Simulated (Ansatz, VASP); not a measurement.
## Cross-check of Zr9Ti26O70 (glassy 74TiO2-26ZrO2 (mol %)) between VASP and Ansatz

Wanted: the spread between two codes on one cell, functional and k mesh. The cell is taken from a series of runs on this material, whose earlier steps may have relaxed, scaled, displaced or heated it; both programs get it as it stands.

Calculated with Ansatz 0.2.0; plane waves, with VASP 6.6.1 beside it; single point at PBEsol.

### Step 1. Set-up

The cell holds 105 atoms: 26 Ti, 9 Zr and 70 O. Its edges and angles: a = 11.076 Å, b = 11.076 Å, c = 11.076 Å, α = 90.0°, β = 90.0°, γ = 90.0°. As first built, before any earlier steps moved the atoms (in the runner's words): 105 atoms (26 Ti, 9 Zr, 70 O) placed at random at 3.98 g/cm^3, melted at 4000 K for 10 ps at fixed volume with the Morse and Coulomb pair potential with partial charges (Pedone, Malavasi, Menziani, Cormack and Segre, J. Phys. Chem. B 110, 11780 (2006)). Quenched from 4000 K to 300 K at 50 K/ps and fixed volume, held 10 ps at zero pressure, then minimised at fixed cell.

### Step 2. VASP: single point, PBEsol, pair 1

A single point gives forces, pressure and levels at one fixed geometry, so differences don't come from the geometry; what else differs is listed under the comparison.

Lines of VASP's logs that name or quote its potential files are left out, and so is its time.

Input file INCAR:

```
SYSTEM = Zr9Ti26O70
PREC = Accurate
ENCUT = 520
EDIFF = 1E-06
NELM = 120
ISMEAR = 0
SIGMA = 0.025
LREAL = Auto
ALGO = Normal
GGA = PS
NBANDS = 496
LASPH = .TRUE.
LORBIT = 11
LWAVE = .FALSE.
LCHARG = .FALSE.
ISIF = 2
GGA_COMPAT = .FALSE.
EFERMI = MIDGAP
NCORE = 2
```

Input file POSCAR:

```
Zr9Ti26O70
1.0
   11.0758100000      0.0000000000      0.0000000000
    0.0000000000     11.0758100000      0.0000000000
    0.0000000000      0.0000000000     11.0758100000
Ti Zr O
26 9 70
Direct
    0.1882300000      0.1980100000      0.6710900000
    0.6160800000      0.5838500000      0.7155400000
    0.7008400000      0.8587100000      0.7878100000
    0.3476700000      0.1983400000      0.4206100000
    0.4454700000      0.0004200000      0.6653600000
    0.3078500000      0.9275000000      0.2183200000
    0.5606000000      0.5839600000      0.3710900000
    0.5658200000      0.9249200000      0.3868400000
    0.2123000000      0.4170300000      0.2158000000
    0.6139500000      0.2584100000      0.2626200000
    0.4875700000      0.5292300000      0.0874900000
    0.7482800000      0.2500300000      0.6102200000
    0.8676000000      0.3645400000      0.3684700000
    0.7950700000      0.7255100000      0.2200100000
    0.4488100000      0.3055500000      0.7097100000
    0.1961100000      0.3843200000      0.9129900000
    0.0399200000      0.7354900000      0.6101400000
    0.8482200000      0.5605600000      0.9522600000
    0.2098000000      0.9165600000      0.8079100000
    0.7247800000      0.0167700000      0.1092200000
    0.8626000000      0.9678000000      0.4898900000
    0.2640600000      0.4842900000      0.5059200000
    0.0415000000      0.9973100000      0.0742100000
    0.3692200000      0.6309900000      0.8126000000
    0.9952100000      0.4242100000      0.6777600000
    0.1082800000      0.7511000000      0.2966400000
    0.4233200000      0.1332700000      0.9910400000
    0.3358500000      0.7470800000      0.5042700000
    0.1660200000      0.7108600000      0.9938800000
    0.5250800000      0.8097500000      0.0731200000
[... 69 atom lines left out ...]
    0.4956400000      0.6933200000      0.7297000000
    0.0009500000      0.2813500000      0.3803800000
    0.3274500000      0.8886900000      0.6286600000
    0.0258600000      0.2426300000      0.6846600000
    0.5511400000      0.2387600000      0.1016500000
    0.3316800000      0.8068400000      0.0891800000
```

Input file KPOINTS:

```
Automatic mesh
0
Gamma
1 1 1
0 0 0
```

PAW data sets: Ti_sv, Zr_sv and O (PBE family, release 64).

Run with:

```sh
> mpirun -np 8 vasp_gam
```

Numbers of over 12 decimals in the logs are rounded to 6 here.

The log of the run:

```text
[banner, memory and clock lines left out]
running    8 mpi-ranks, on    1 nodes
[...]
|                                                                             |
|               ----> ADVICE to this user running VASP <----                  |
|                                                                             |
|     You enforced a specific xc type in the INCAR file but a different       |
|     [... a line on the potential file left out ...]
|     I HOPE YOU KNOW WHAT YOU ARE DOING!                                     |
|                                                                             |

 LDA part: xc-table for (Slater+PW92), standard interpolation
 POSCAR, INCAR and KPOINTS ok, starting setup
[...]
entering main loop
       N       E                     dE             d eps       ncg     rms          rms(c)
DAV:   1     0.160820979694E+05    0.16082E+05   -0.46714E+05   992   0.204E+03
DAV:   2     0.262795347765E+04   -0.13454E+05   -0.12899E+05   992   0.640E+02
DAV:   3    -0.810373885890E+03   -0.34383E+04   -0.32573E+04  1216   0.280E+02
DAV:   4    -0.120506785256E+04   -0.39469E+03   -0.39328E+03  1384   0.102E+02
[...]
DAV:  19    -0.978337017571E+03   -0.80820E-05   -0.20245E-05  1272   0.879E-03    0.791E-03
DAV:  20    -0.978337019103E+03   -0.15319E-05   -0.84003E-06  1112   0.564E-03    0.397E-03
DAV:  21    -0.978337019616E+03   -0.51317E-06   -0.18181E-06   640   0.320E-03
   1 F= -.97833702E+03 E0= -.97833702E+03  d E =0.000000E+00
```

OUTCAR, selected parts (step 2):

```text
  FREE ENERGIE OF THE ION-ELECTRON SYSTEM (eV)
  ---------------------------------------------------
  free  energy   TOTEN  =      -978.3370196160 eV

  energy  without entropy=     -978.3370196160  energy(sigma->0) =     -978.33701962

[... 2 further parts left out ...]
[key lines of the parts left out:]
E-fermi :   4.2520
```

The run ends at a pressure of -3.35 GPa, with forces up to 2.6 eV/Å.

### Step 3. Ansatz: single point, PBEsol, pair 1

Ansatz runs on its default PAW (the set named soft_2) files.

The same cell, functional, mesh and smearing now go to Ansatz, which takes its cutoff from its data sets.

Input file input.yaml:

```yaml
crystal:
  lattice:
    - [11.07581, 0.0, 0.0]
    - [0.0, 11.07581, 0.0]
    - [0.0, 0.0, 11.07581]
  atoms:
    - { symbol: Ti, position: [0.18823, 0.19801, 0.67109] }
    - { symbol: Ti, position: [0.61608, 0.58385, 0.71554] }
    - { symbol: Ti, position: [0.70084, 0.85871, 0.78781] }
    - { symbol: Ti, position: [0.34767, 0.19834, 0.42061] }
    - { symbol: Ti, position: [0.44547, 0.00042, 0.66536] }
    - { symbol: Ti, position: [0.30785, 0.9275, 0.21832] }
    - { symbol: Ti, position: [0.5606, 0.58396, 0.37109] }
    - { symbol: Ti, position: [0.56582, 0.92492, 0.38684] }
    - { symbol: Ti, position: [0.2123, 0.41703, 0.2158] }
    - { symbol: Ti, position: [0.61395, 0.25841, 0.26262] }
    - { symbol: Ti, position: [0.48757, 0.52923, 0.08749] }
    - { symbol: Ti, position: [0.74828, 0.25003, 0.61022] }
    - { symbol: Ti, position: [0.8676, 0.36454, 0.36847] }
    - { symbol: Ti, position: [0.79507, 0.72551, 0.22001] }
    - { symbol: Ti, position: [0.44881, 0.30555, 0.70971] }
    - { symbol: Ti, position: [0.19611, 0.38432, 0.91299] }
    - { symbol: Ti, position: [0.03992, 0.73549, 0.61014] }
    - { symbol: Ti, position: [0.84822, 0.56056, 0.95226] }
    - { symbol: Ti, position: [0.2098, 0.91656, 0.80791] }
    - { symbol: Ti, position: [0.72478, 0.01677, 0.10922] }
    - { symbol: Ti, position: [0.8626, 0.9678, 0.48989] }
    - { symbol: Ti, position: [0.26406, 0.48429, 0.50592] }
    - { symbol: Ti, position: [0.0415, 0.99731, 0.07421] }
    - { symbol: Ti, position: [0.36922, 0.63099, 0.8126] }
    - { symbol: Ti, position: [0.99521, 0.42421, 0.67776] }
    - { symbol: Ti, position: [0.10828, 0.7511, 0.29664] }
    - { symbol: Zr, position: [0.42332, 0.13327, 0.99104] }
    - { symbol: Zr, position: [0.33585, 0.74708, 0.50427] }
    - { symbol: Zr, position: [0.16602, 0.71086, 0.99388] }
    - { symbol: Zr, position: [0.52508, 0.80975, 0.07312] }
[... 69 atom lines left out ...]
    - { symbol: O, position: [0.49564, 0.69332, 0.7297] }
    - { symbol: O, position: [0.00095, 0.28135, 0.38038] }
    - { symbol: O, position: [0.32745, 0.88869, 0.62866] }
    - { symbol: O, position: [0.02586, 0.24263, 0.68466] }
    - { symbol: O, position: [0.55114, 0.23876, 0.10165] }
    - { symbol: O, position: [0.33168, 0.80684, 0.08918] }
kpoints:
  mp_grid: { grid: [1, 1, 1] }
hamiltonian:
  xc: pbesol
scf:
  occupations: { method: gaussian, width: 0.025 }
output:
  forces: true
```

Run with:

```sh
> ansatz run input.yaml --threads 4 --pin off --max-ram 8192MiB --backend cpu --events-out ev --progress --plain --runs-dir out
```

The log of the run:

```text
Engine: ansatz 0.2.0, aarch64-unknown-linux-gnu
Pseudopotentials: kind: paw
Pseudopotential: Ti, paw, valence charge 12, recommended cutoff 420 eV (normal), Ti.paw.azcp
Pseudopotential: Zr, paw, valence charge 12, recommended cutoff 420 eV (normal), Zr.paw.azcp
Pseudopotential: O, paw, valence charge 6, recommended cutoff 420 eV (normal), O.paw.azcp
Functional definition: PBEsol
  exchange = pbesol_x
  correlation = pbesol_c
Crystal: 105 atoms, lattice volume = 1358.709 Å³
Basis set: ecut = 420 eV, 26745 PW (Γ), exchange–correlation on 150×150×150 points (8 copies of the dense FFT grid, shifted against one another)
Bands: 525, of which v1, the nominal top of the filled ones, is band 420 counted from 1 (419 counted from 0)
Symmetry: 1 space group operations
Space group: P1 (ITA 1), of the structure as read, at distance tolerance 1.1e-4 Å
k-points: 1
Non-local potential: Ti, projectors of the file, l = 0: 3, l = 1: 2, l = 2: 3, l = 3: 1
Non-local potential: Zr, projectors of the file, l = 0: 3, l = 1: 2, l = 2: 2, l = 3: 2
Non-local potential: O, projectors of the file, l = 0: 2, l = 1: 2, l = 2: 1
PAW form: soft (Blöchl's): semilocal exchange-correlation on the pseudo side does not see the compensation charge
PAW frozen core: Ti, regenerated for the run's functional, and the local potential with it (the file was generated under x = pbe(κ = 0.804, μ = 0.219515), c = pbe(β = 0.066725))
PAW frozen core: Zr, regenerated for the run's functional, and the local potential with it (the file was generated under x = pbe(κ = 0.804, μ = 0.219515), c = pbe(β = 0.066725))
PAW frozen core: O, regenerated for the run's functional, and the local potential with it (the file was generated under x = pbe(κ = 0.804, μ = 0.219515), c = pbe(β = 0.066725))
PAW one-centre angular grid: Ti, 590 points (default); XC on 64 Gauss nodes
PAW one-centre angular grid: Zr, 590 points (default); XC on 64 Gauss nodes
PAW one-centre angular grid: O, 110 points (default); XC on 64 Gauss nodes
Initial density: superposition of atomic densities (neutral atoms: chi_scale 0, normalization atom), corrected by the library's trained network
Initial wavefunctions: pseudopotential atomic-orbital guess
Functional: x = pbesol(κ = 0.804, μ = 0.123457), c = pbesol(β = 0.046)
SCF iter   1: F=—  HF=-140876.049644 eV  |F-HF|=—  |Δ(HF+E_count)|=         —  Δρ=1.62e-2  dr2=3.11e0  ethr=1.77e-3  ⟨swp⟩=4.0  Hψ=1914  notcnv=0  defer=58
preconditioner: auto → Resta (q_TF=auto, 2.518 Å⁻¹)  ε∞=7.0  [insulator: Δε(μ)=2.028 eV  Ē_g=9.710 eV  σ=0.025 eV  W_gap=1.00  n_scr=364 (ndim 8)  ℏωp=23.8 eV  f_vac=0.093  D(μ)=0.00/eV (n_scr^D=0)  ε∞_Penn≈7.0]
SCF iter   2: F=—  HF=-140875.538049 eV  |F-HF|=—  |Δ(HF+E_count)|=   5.12e-1  Δρ=7.97e-3  dr2=8.05e-1  ethr=3.70e-4  ⟨swp⟩=2.0  Hψ=838  notcnv=0  defer=97
SCF iter   3: F=—  HF=-140875.404796 eV  |F-HF|=—  |Δ(HF+E_count)|=   1.33e-1  Δρ=2.37e-3  dr2=6.49e-2  ethr=9.59e-5  ⟨swp⟩=3.0  Hψ=664  notcnv=0  defer=58
automatic band count: iteration 3 solves 486 bands in place of 525: the levels show a gap, and the empty bands left out lie too high to hold charge; the band table lists the bands solved (type scf.n_extra_bands for more)
SCF iter   4: F=—  HF=-140875.397966 eV  |F-HF|=—  |Δ(HF+E_count)|=   6.83e-3  Δρ=1.01e-3  dr2=1.37e-2  ethr=7.73e-6  ⟨swp⟩=2.0  Hψ=751  notcnv=0  defer=58
SCF iter   5: F=—  HF=-140875.397734 eV  |F-HF|=—  |Δ(HF+E_count)|=   2.32e-4  Δρ=5.38e-4  dr2=4.71e-3  ethr=1.64e-6  ⟨swp⟩=2.0  Hψ=855  notcnv=0  defer=58
SCF iter   6: F=—  HF=-140875.397652 eV  |F-HF|=—  |Δ(HF+E_count)|=   8.21e-5  Δρ=1.98e-4  dr2=6.42e-4  ethr=5.61e-7  ⟨swp⟩=2.0  Hψ=854  notcnv=0  defer=58
SCF iter   7: F=—  HF=-140875.397751 eV  |F-HF|=—  |Δ(HF+E_count)|=   9.99e-5  Δρ=1.09e-4  dr2=1.94e-4  ethr=7.64e-8  ⟨swp⟩=2.0  Hψ=848  notcnv=0  defer=58
SCF iter   8: F=—  HF=-140875.397803 eV  |F-HF|=—  |Δ(HF+E_count)|=   5.16e-5  Δρ=5.16e-5  dr2=4.62e-5  ethr=2.30e-8  ⟨swp⟩=2.0  Hψ=810  notcnv=0  defer=58
SCF iter   9: F=—  HF=-140875.394643 eV  |F-HF|=—  |Δ(HF+E_count)|=   3.16e-3  Δρ=2.48e-5  dr2=1.08e-5  ethr=5.50e-9  ⟨swp⟩=2.0  Hψ=856  notcnv=0  defer=58
SCF iter  10: F=—  HF=-140875.394647 eV  |F-HF|=—  |Δ(HF+E_count)|=   3.99e-6  Δρ=1.16e-5  dr2=2.57e-6  ethr=1.29e-9  ⟨swp⟩=2.0  Hψ=648  notcnv=0  defer=58
SCF iter  11: F=—  HF=-140875.394649 eV  |F-HF|=—  |Δ(HF+E_count)|=   1.78e-6  Δρ=9.84e-6  dr2=1.50e-6  ethr=3.06e-10  ⟨swp⟩=2.0  Hψ=787  notcnv=0  defer=58
SCF iter  12: F=—  HF=-140875.394649 eV  |F-HF|=—  |Δ(HF+E_count)|=   1.89e-7  Δρ=3.00e-6  dr2=1.60e-7  ethr=1.79e-10  ⟨swp⟩=2.0  Hψ=648  notcnv=0  defer=58
SCF iter  13: F=-140875.394649 eV  HF=-140875.394649 eV  |F-HF|=4.57e-9  |Δ(HF+E_count)|=   1.09e-7  Δρ=1.70e-6  dr2=5.32e-8  ethr=1.19e-11  ⟨swp⟩=3.0  Hψ=1330  notcnv=0
SCF 1 converged in 13 iterations: F = -140875.394649 eV  dr2 = 5.32e-8
  greatest PAW one-centre occupation: 0.999 electrons in one spin orbital (limit 2), on the Ti atom at site 5 (counted from 0), in its partial waves of l = 0
SCF converged after 13 iterations
Free energy (F): -140875.394649 eV
Harris-Foulkes:  -140875.394649 eV  (|F-HF|=4.57e-9)
Internal energy: -140875.394649 eV  (E = F + TS)
E sigma→0 (E₀):  -140875.394649 eV
Fermi energy:    7.904310 eV
--- Per-component energies (eV) ---
  E_band       = -8006.577670
  E_kinetic    = 22274.165057
  E_local      = -64611.689268  (includes V_loc(G=0)·N_el)
  E_nonlocal   = 4196.713526
  E_hartree    = 24555.460488
  E_xc         = -9061.260562
  E_vxc        = -11418.530429  (∫ρ·V_xc dr)
  E_paw        = -63278.665781  (= ΣΔE_a)
  E_vpaw       = -7558.322989  (= ΣTr[D̂ρ^β])
  E_aug_tail   = 0.173512  (compensation charges beyond the density's cutoff)
  E_ewald      = -54957.877252
  E_core_change = 7.585630  (= ΣΔE_core)
  E_smearing   = -0.000000  (= −TS)
  E_closure    = -0.000000  (closes the sum)
  Σ components = -140875.394649   (vs F -140875.394649, Δ=0.00e0)
--- Forces (eV/Å), atoms counted from 1 ---
  atom   1  Ti    -0.24330856     0.34432508     0.63810392
  atom   2  Ti    -0.42086178     0.00975307    -0.21183202
  atom   3  Ti     0.20824101    -0.51564530     0.06705749
  atom   4  Ti    -0.91797225    -0.05146918     0.18681742
  atom   5  Ti    -0.89112994    -0.47150088     0.16054229
  atom   6  Ti     0.19698325     0.17673085    -1.10255952
  atom   7  Ti    -0.54810752    -1.22811624    -0.67836161
  atom   8  Ti    -1.38809573    -0.50832458     0.88221769
  atom   9  Ti     0.37355990    -0.13209624     0.02575086
  atom  10  Ti     0.64993865     0.21703632    -1.34130605
  atom  11  Ti     0.24460513     0.71317562    -0.14063060
  atom  12  Ti     1.09685448     0.01182072    -0.22159306
  atom  13  Ti    -0.17478821    -0.94584473     0.11720937
  atom  14  Ti    -0.02494281     0.17995939     0.34445479
  atom  15  Ti     0.06447755     0.46019152     0.48094323
  atom  16  Ti     0.73281909    -0.31087965     0.28760377
  atom  17  Ti     0.17893135     0.10743685    -0.71418641
  atom  18  Ti     0.58545547     0.58604669    -0.56732443
  atom  19  Ti     1.31605530     1.75881155     0.42714818
  atom  20  Ti    -1.25749068     1.03663593     0.40964755
  atom  21  Ti     0.61321497     0.54149719     1.17290441
  atom  22  Ti     0.37088515    -0.58472996     0.80715503
  atom  23  Ti    -1.43769757     0.39909175     0.77514190
  atom  24  Ti     0.62803233    -0.73226905    -1.00207820
[...]
atom  98  O     -0.38902459     0.35672628     0.64126823
  atom  99  O     -0.39082391     0.27482111    -0.13039095
  atom 100  O      0.02174072     0.83656888     0.19803113
  atom 101  O      1.85978362    -1.00808408     0.10675757
  atom 102  O     -0.20032824    -0.61087081     0.27540825
  atom 103  O     -0.05450410    -0.00276945    -0.03847260
  atom 104  O      0.32279047     0.10383897     0.49610684
  atom 105  O      0.48893287    -0.02694255    -0.33578404
  max |Σ_I F_I| component: 5.23e-5 eV/Å
```

The column dr2 measures how far the density is from self-consistency, as an energy; F and HF (Harris–Foulkes) agree once it is small.

### Step 4. Differences

Known differences besides the potentials themselves: the cutoff is 420 eV in Ansatz and 520 eV in VASP (PREC = Accurate, projectors in real space); Ansatz makes its cores anew for this functional, VASP keeps those of its PBE data sets. Total energies have different zeros and are not compared.

Compared:

| quantity | Ansatz | VASP | difference |
| --- | --- | --- | --- |
| gap on the k mesh (eV) | 2.090 | 2.068 | +0.022 |

Forces on 10 of the 105 atoms, those with the largest forces and the largest differences (eV/Å; atoms numbered as in POSCAR):

| atom | Ansatz x, y, z | VASP x, y, z |
| --- | --- | --- |
| Ti10 | 0.650, 0.217, -1.341 | 0.735, 0.269, -1.339 |
| Ti19 | 1.316, 1.759, 0.427 | 1.335, 1.768, 0.424 |
| Zr32 | -1.886, -0.484, -0.115 | -1.890, -0.503, -0.115 |
| O44 | -0.292, -0.602, -1.756 | -0.325, -0.614, -1.818 |
| O47 | 1.029, -1.111, -1.565 | 1.044, -1.137, -1.583 |
| O53 | -0.172, 2.287, 1.091 | -0.153, 2.369, 1.108 |
| O83 | 1.355, -1.228, -0.715 | 1.426, -1.265, -0.761 |
| O91 | 0.637, 0.385, -0.850 | 0.718, 0.406, -0.898 |
| O100 | 0.022, 0.837, 0.198 | 0.020, 0.940, 0.156 |
| O101 | 1.860, -1.008, 0.107 | 1.930, -1.043, 0.118 |

The forces differ by 30 meV/Å r.m.s., which is 4.7 % of the r.m.s. force of 0.636 eV/Å (both taken over all components). A gap on the mesh is an upper bound, since the band edges may lie between its points.

(Continued in part 2 of 2.)

[Lines on the potential files, build, host, timing and source positions are cut from VASP's logs without a mark.]

[Logs are printed without paths, hosts, clocks, repeated set-up lines and the standing remarks that a program may print on its own settings, such as how far it seeks lower states.]

[Hosts, paths, dates, database ids (printed as entryN), source tags and the programs' standing remarks are cut or masked in the printed files.]
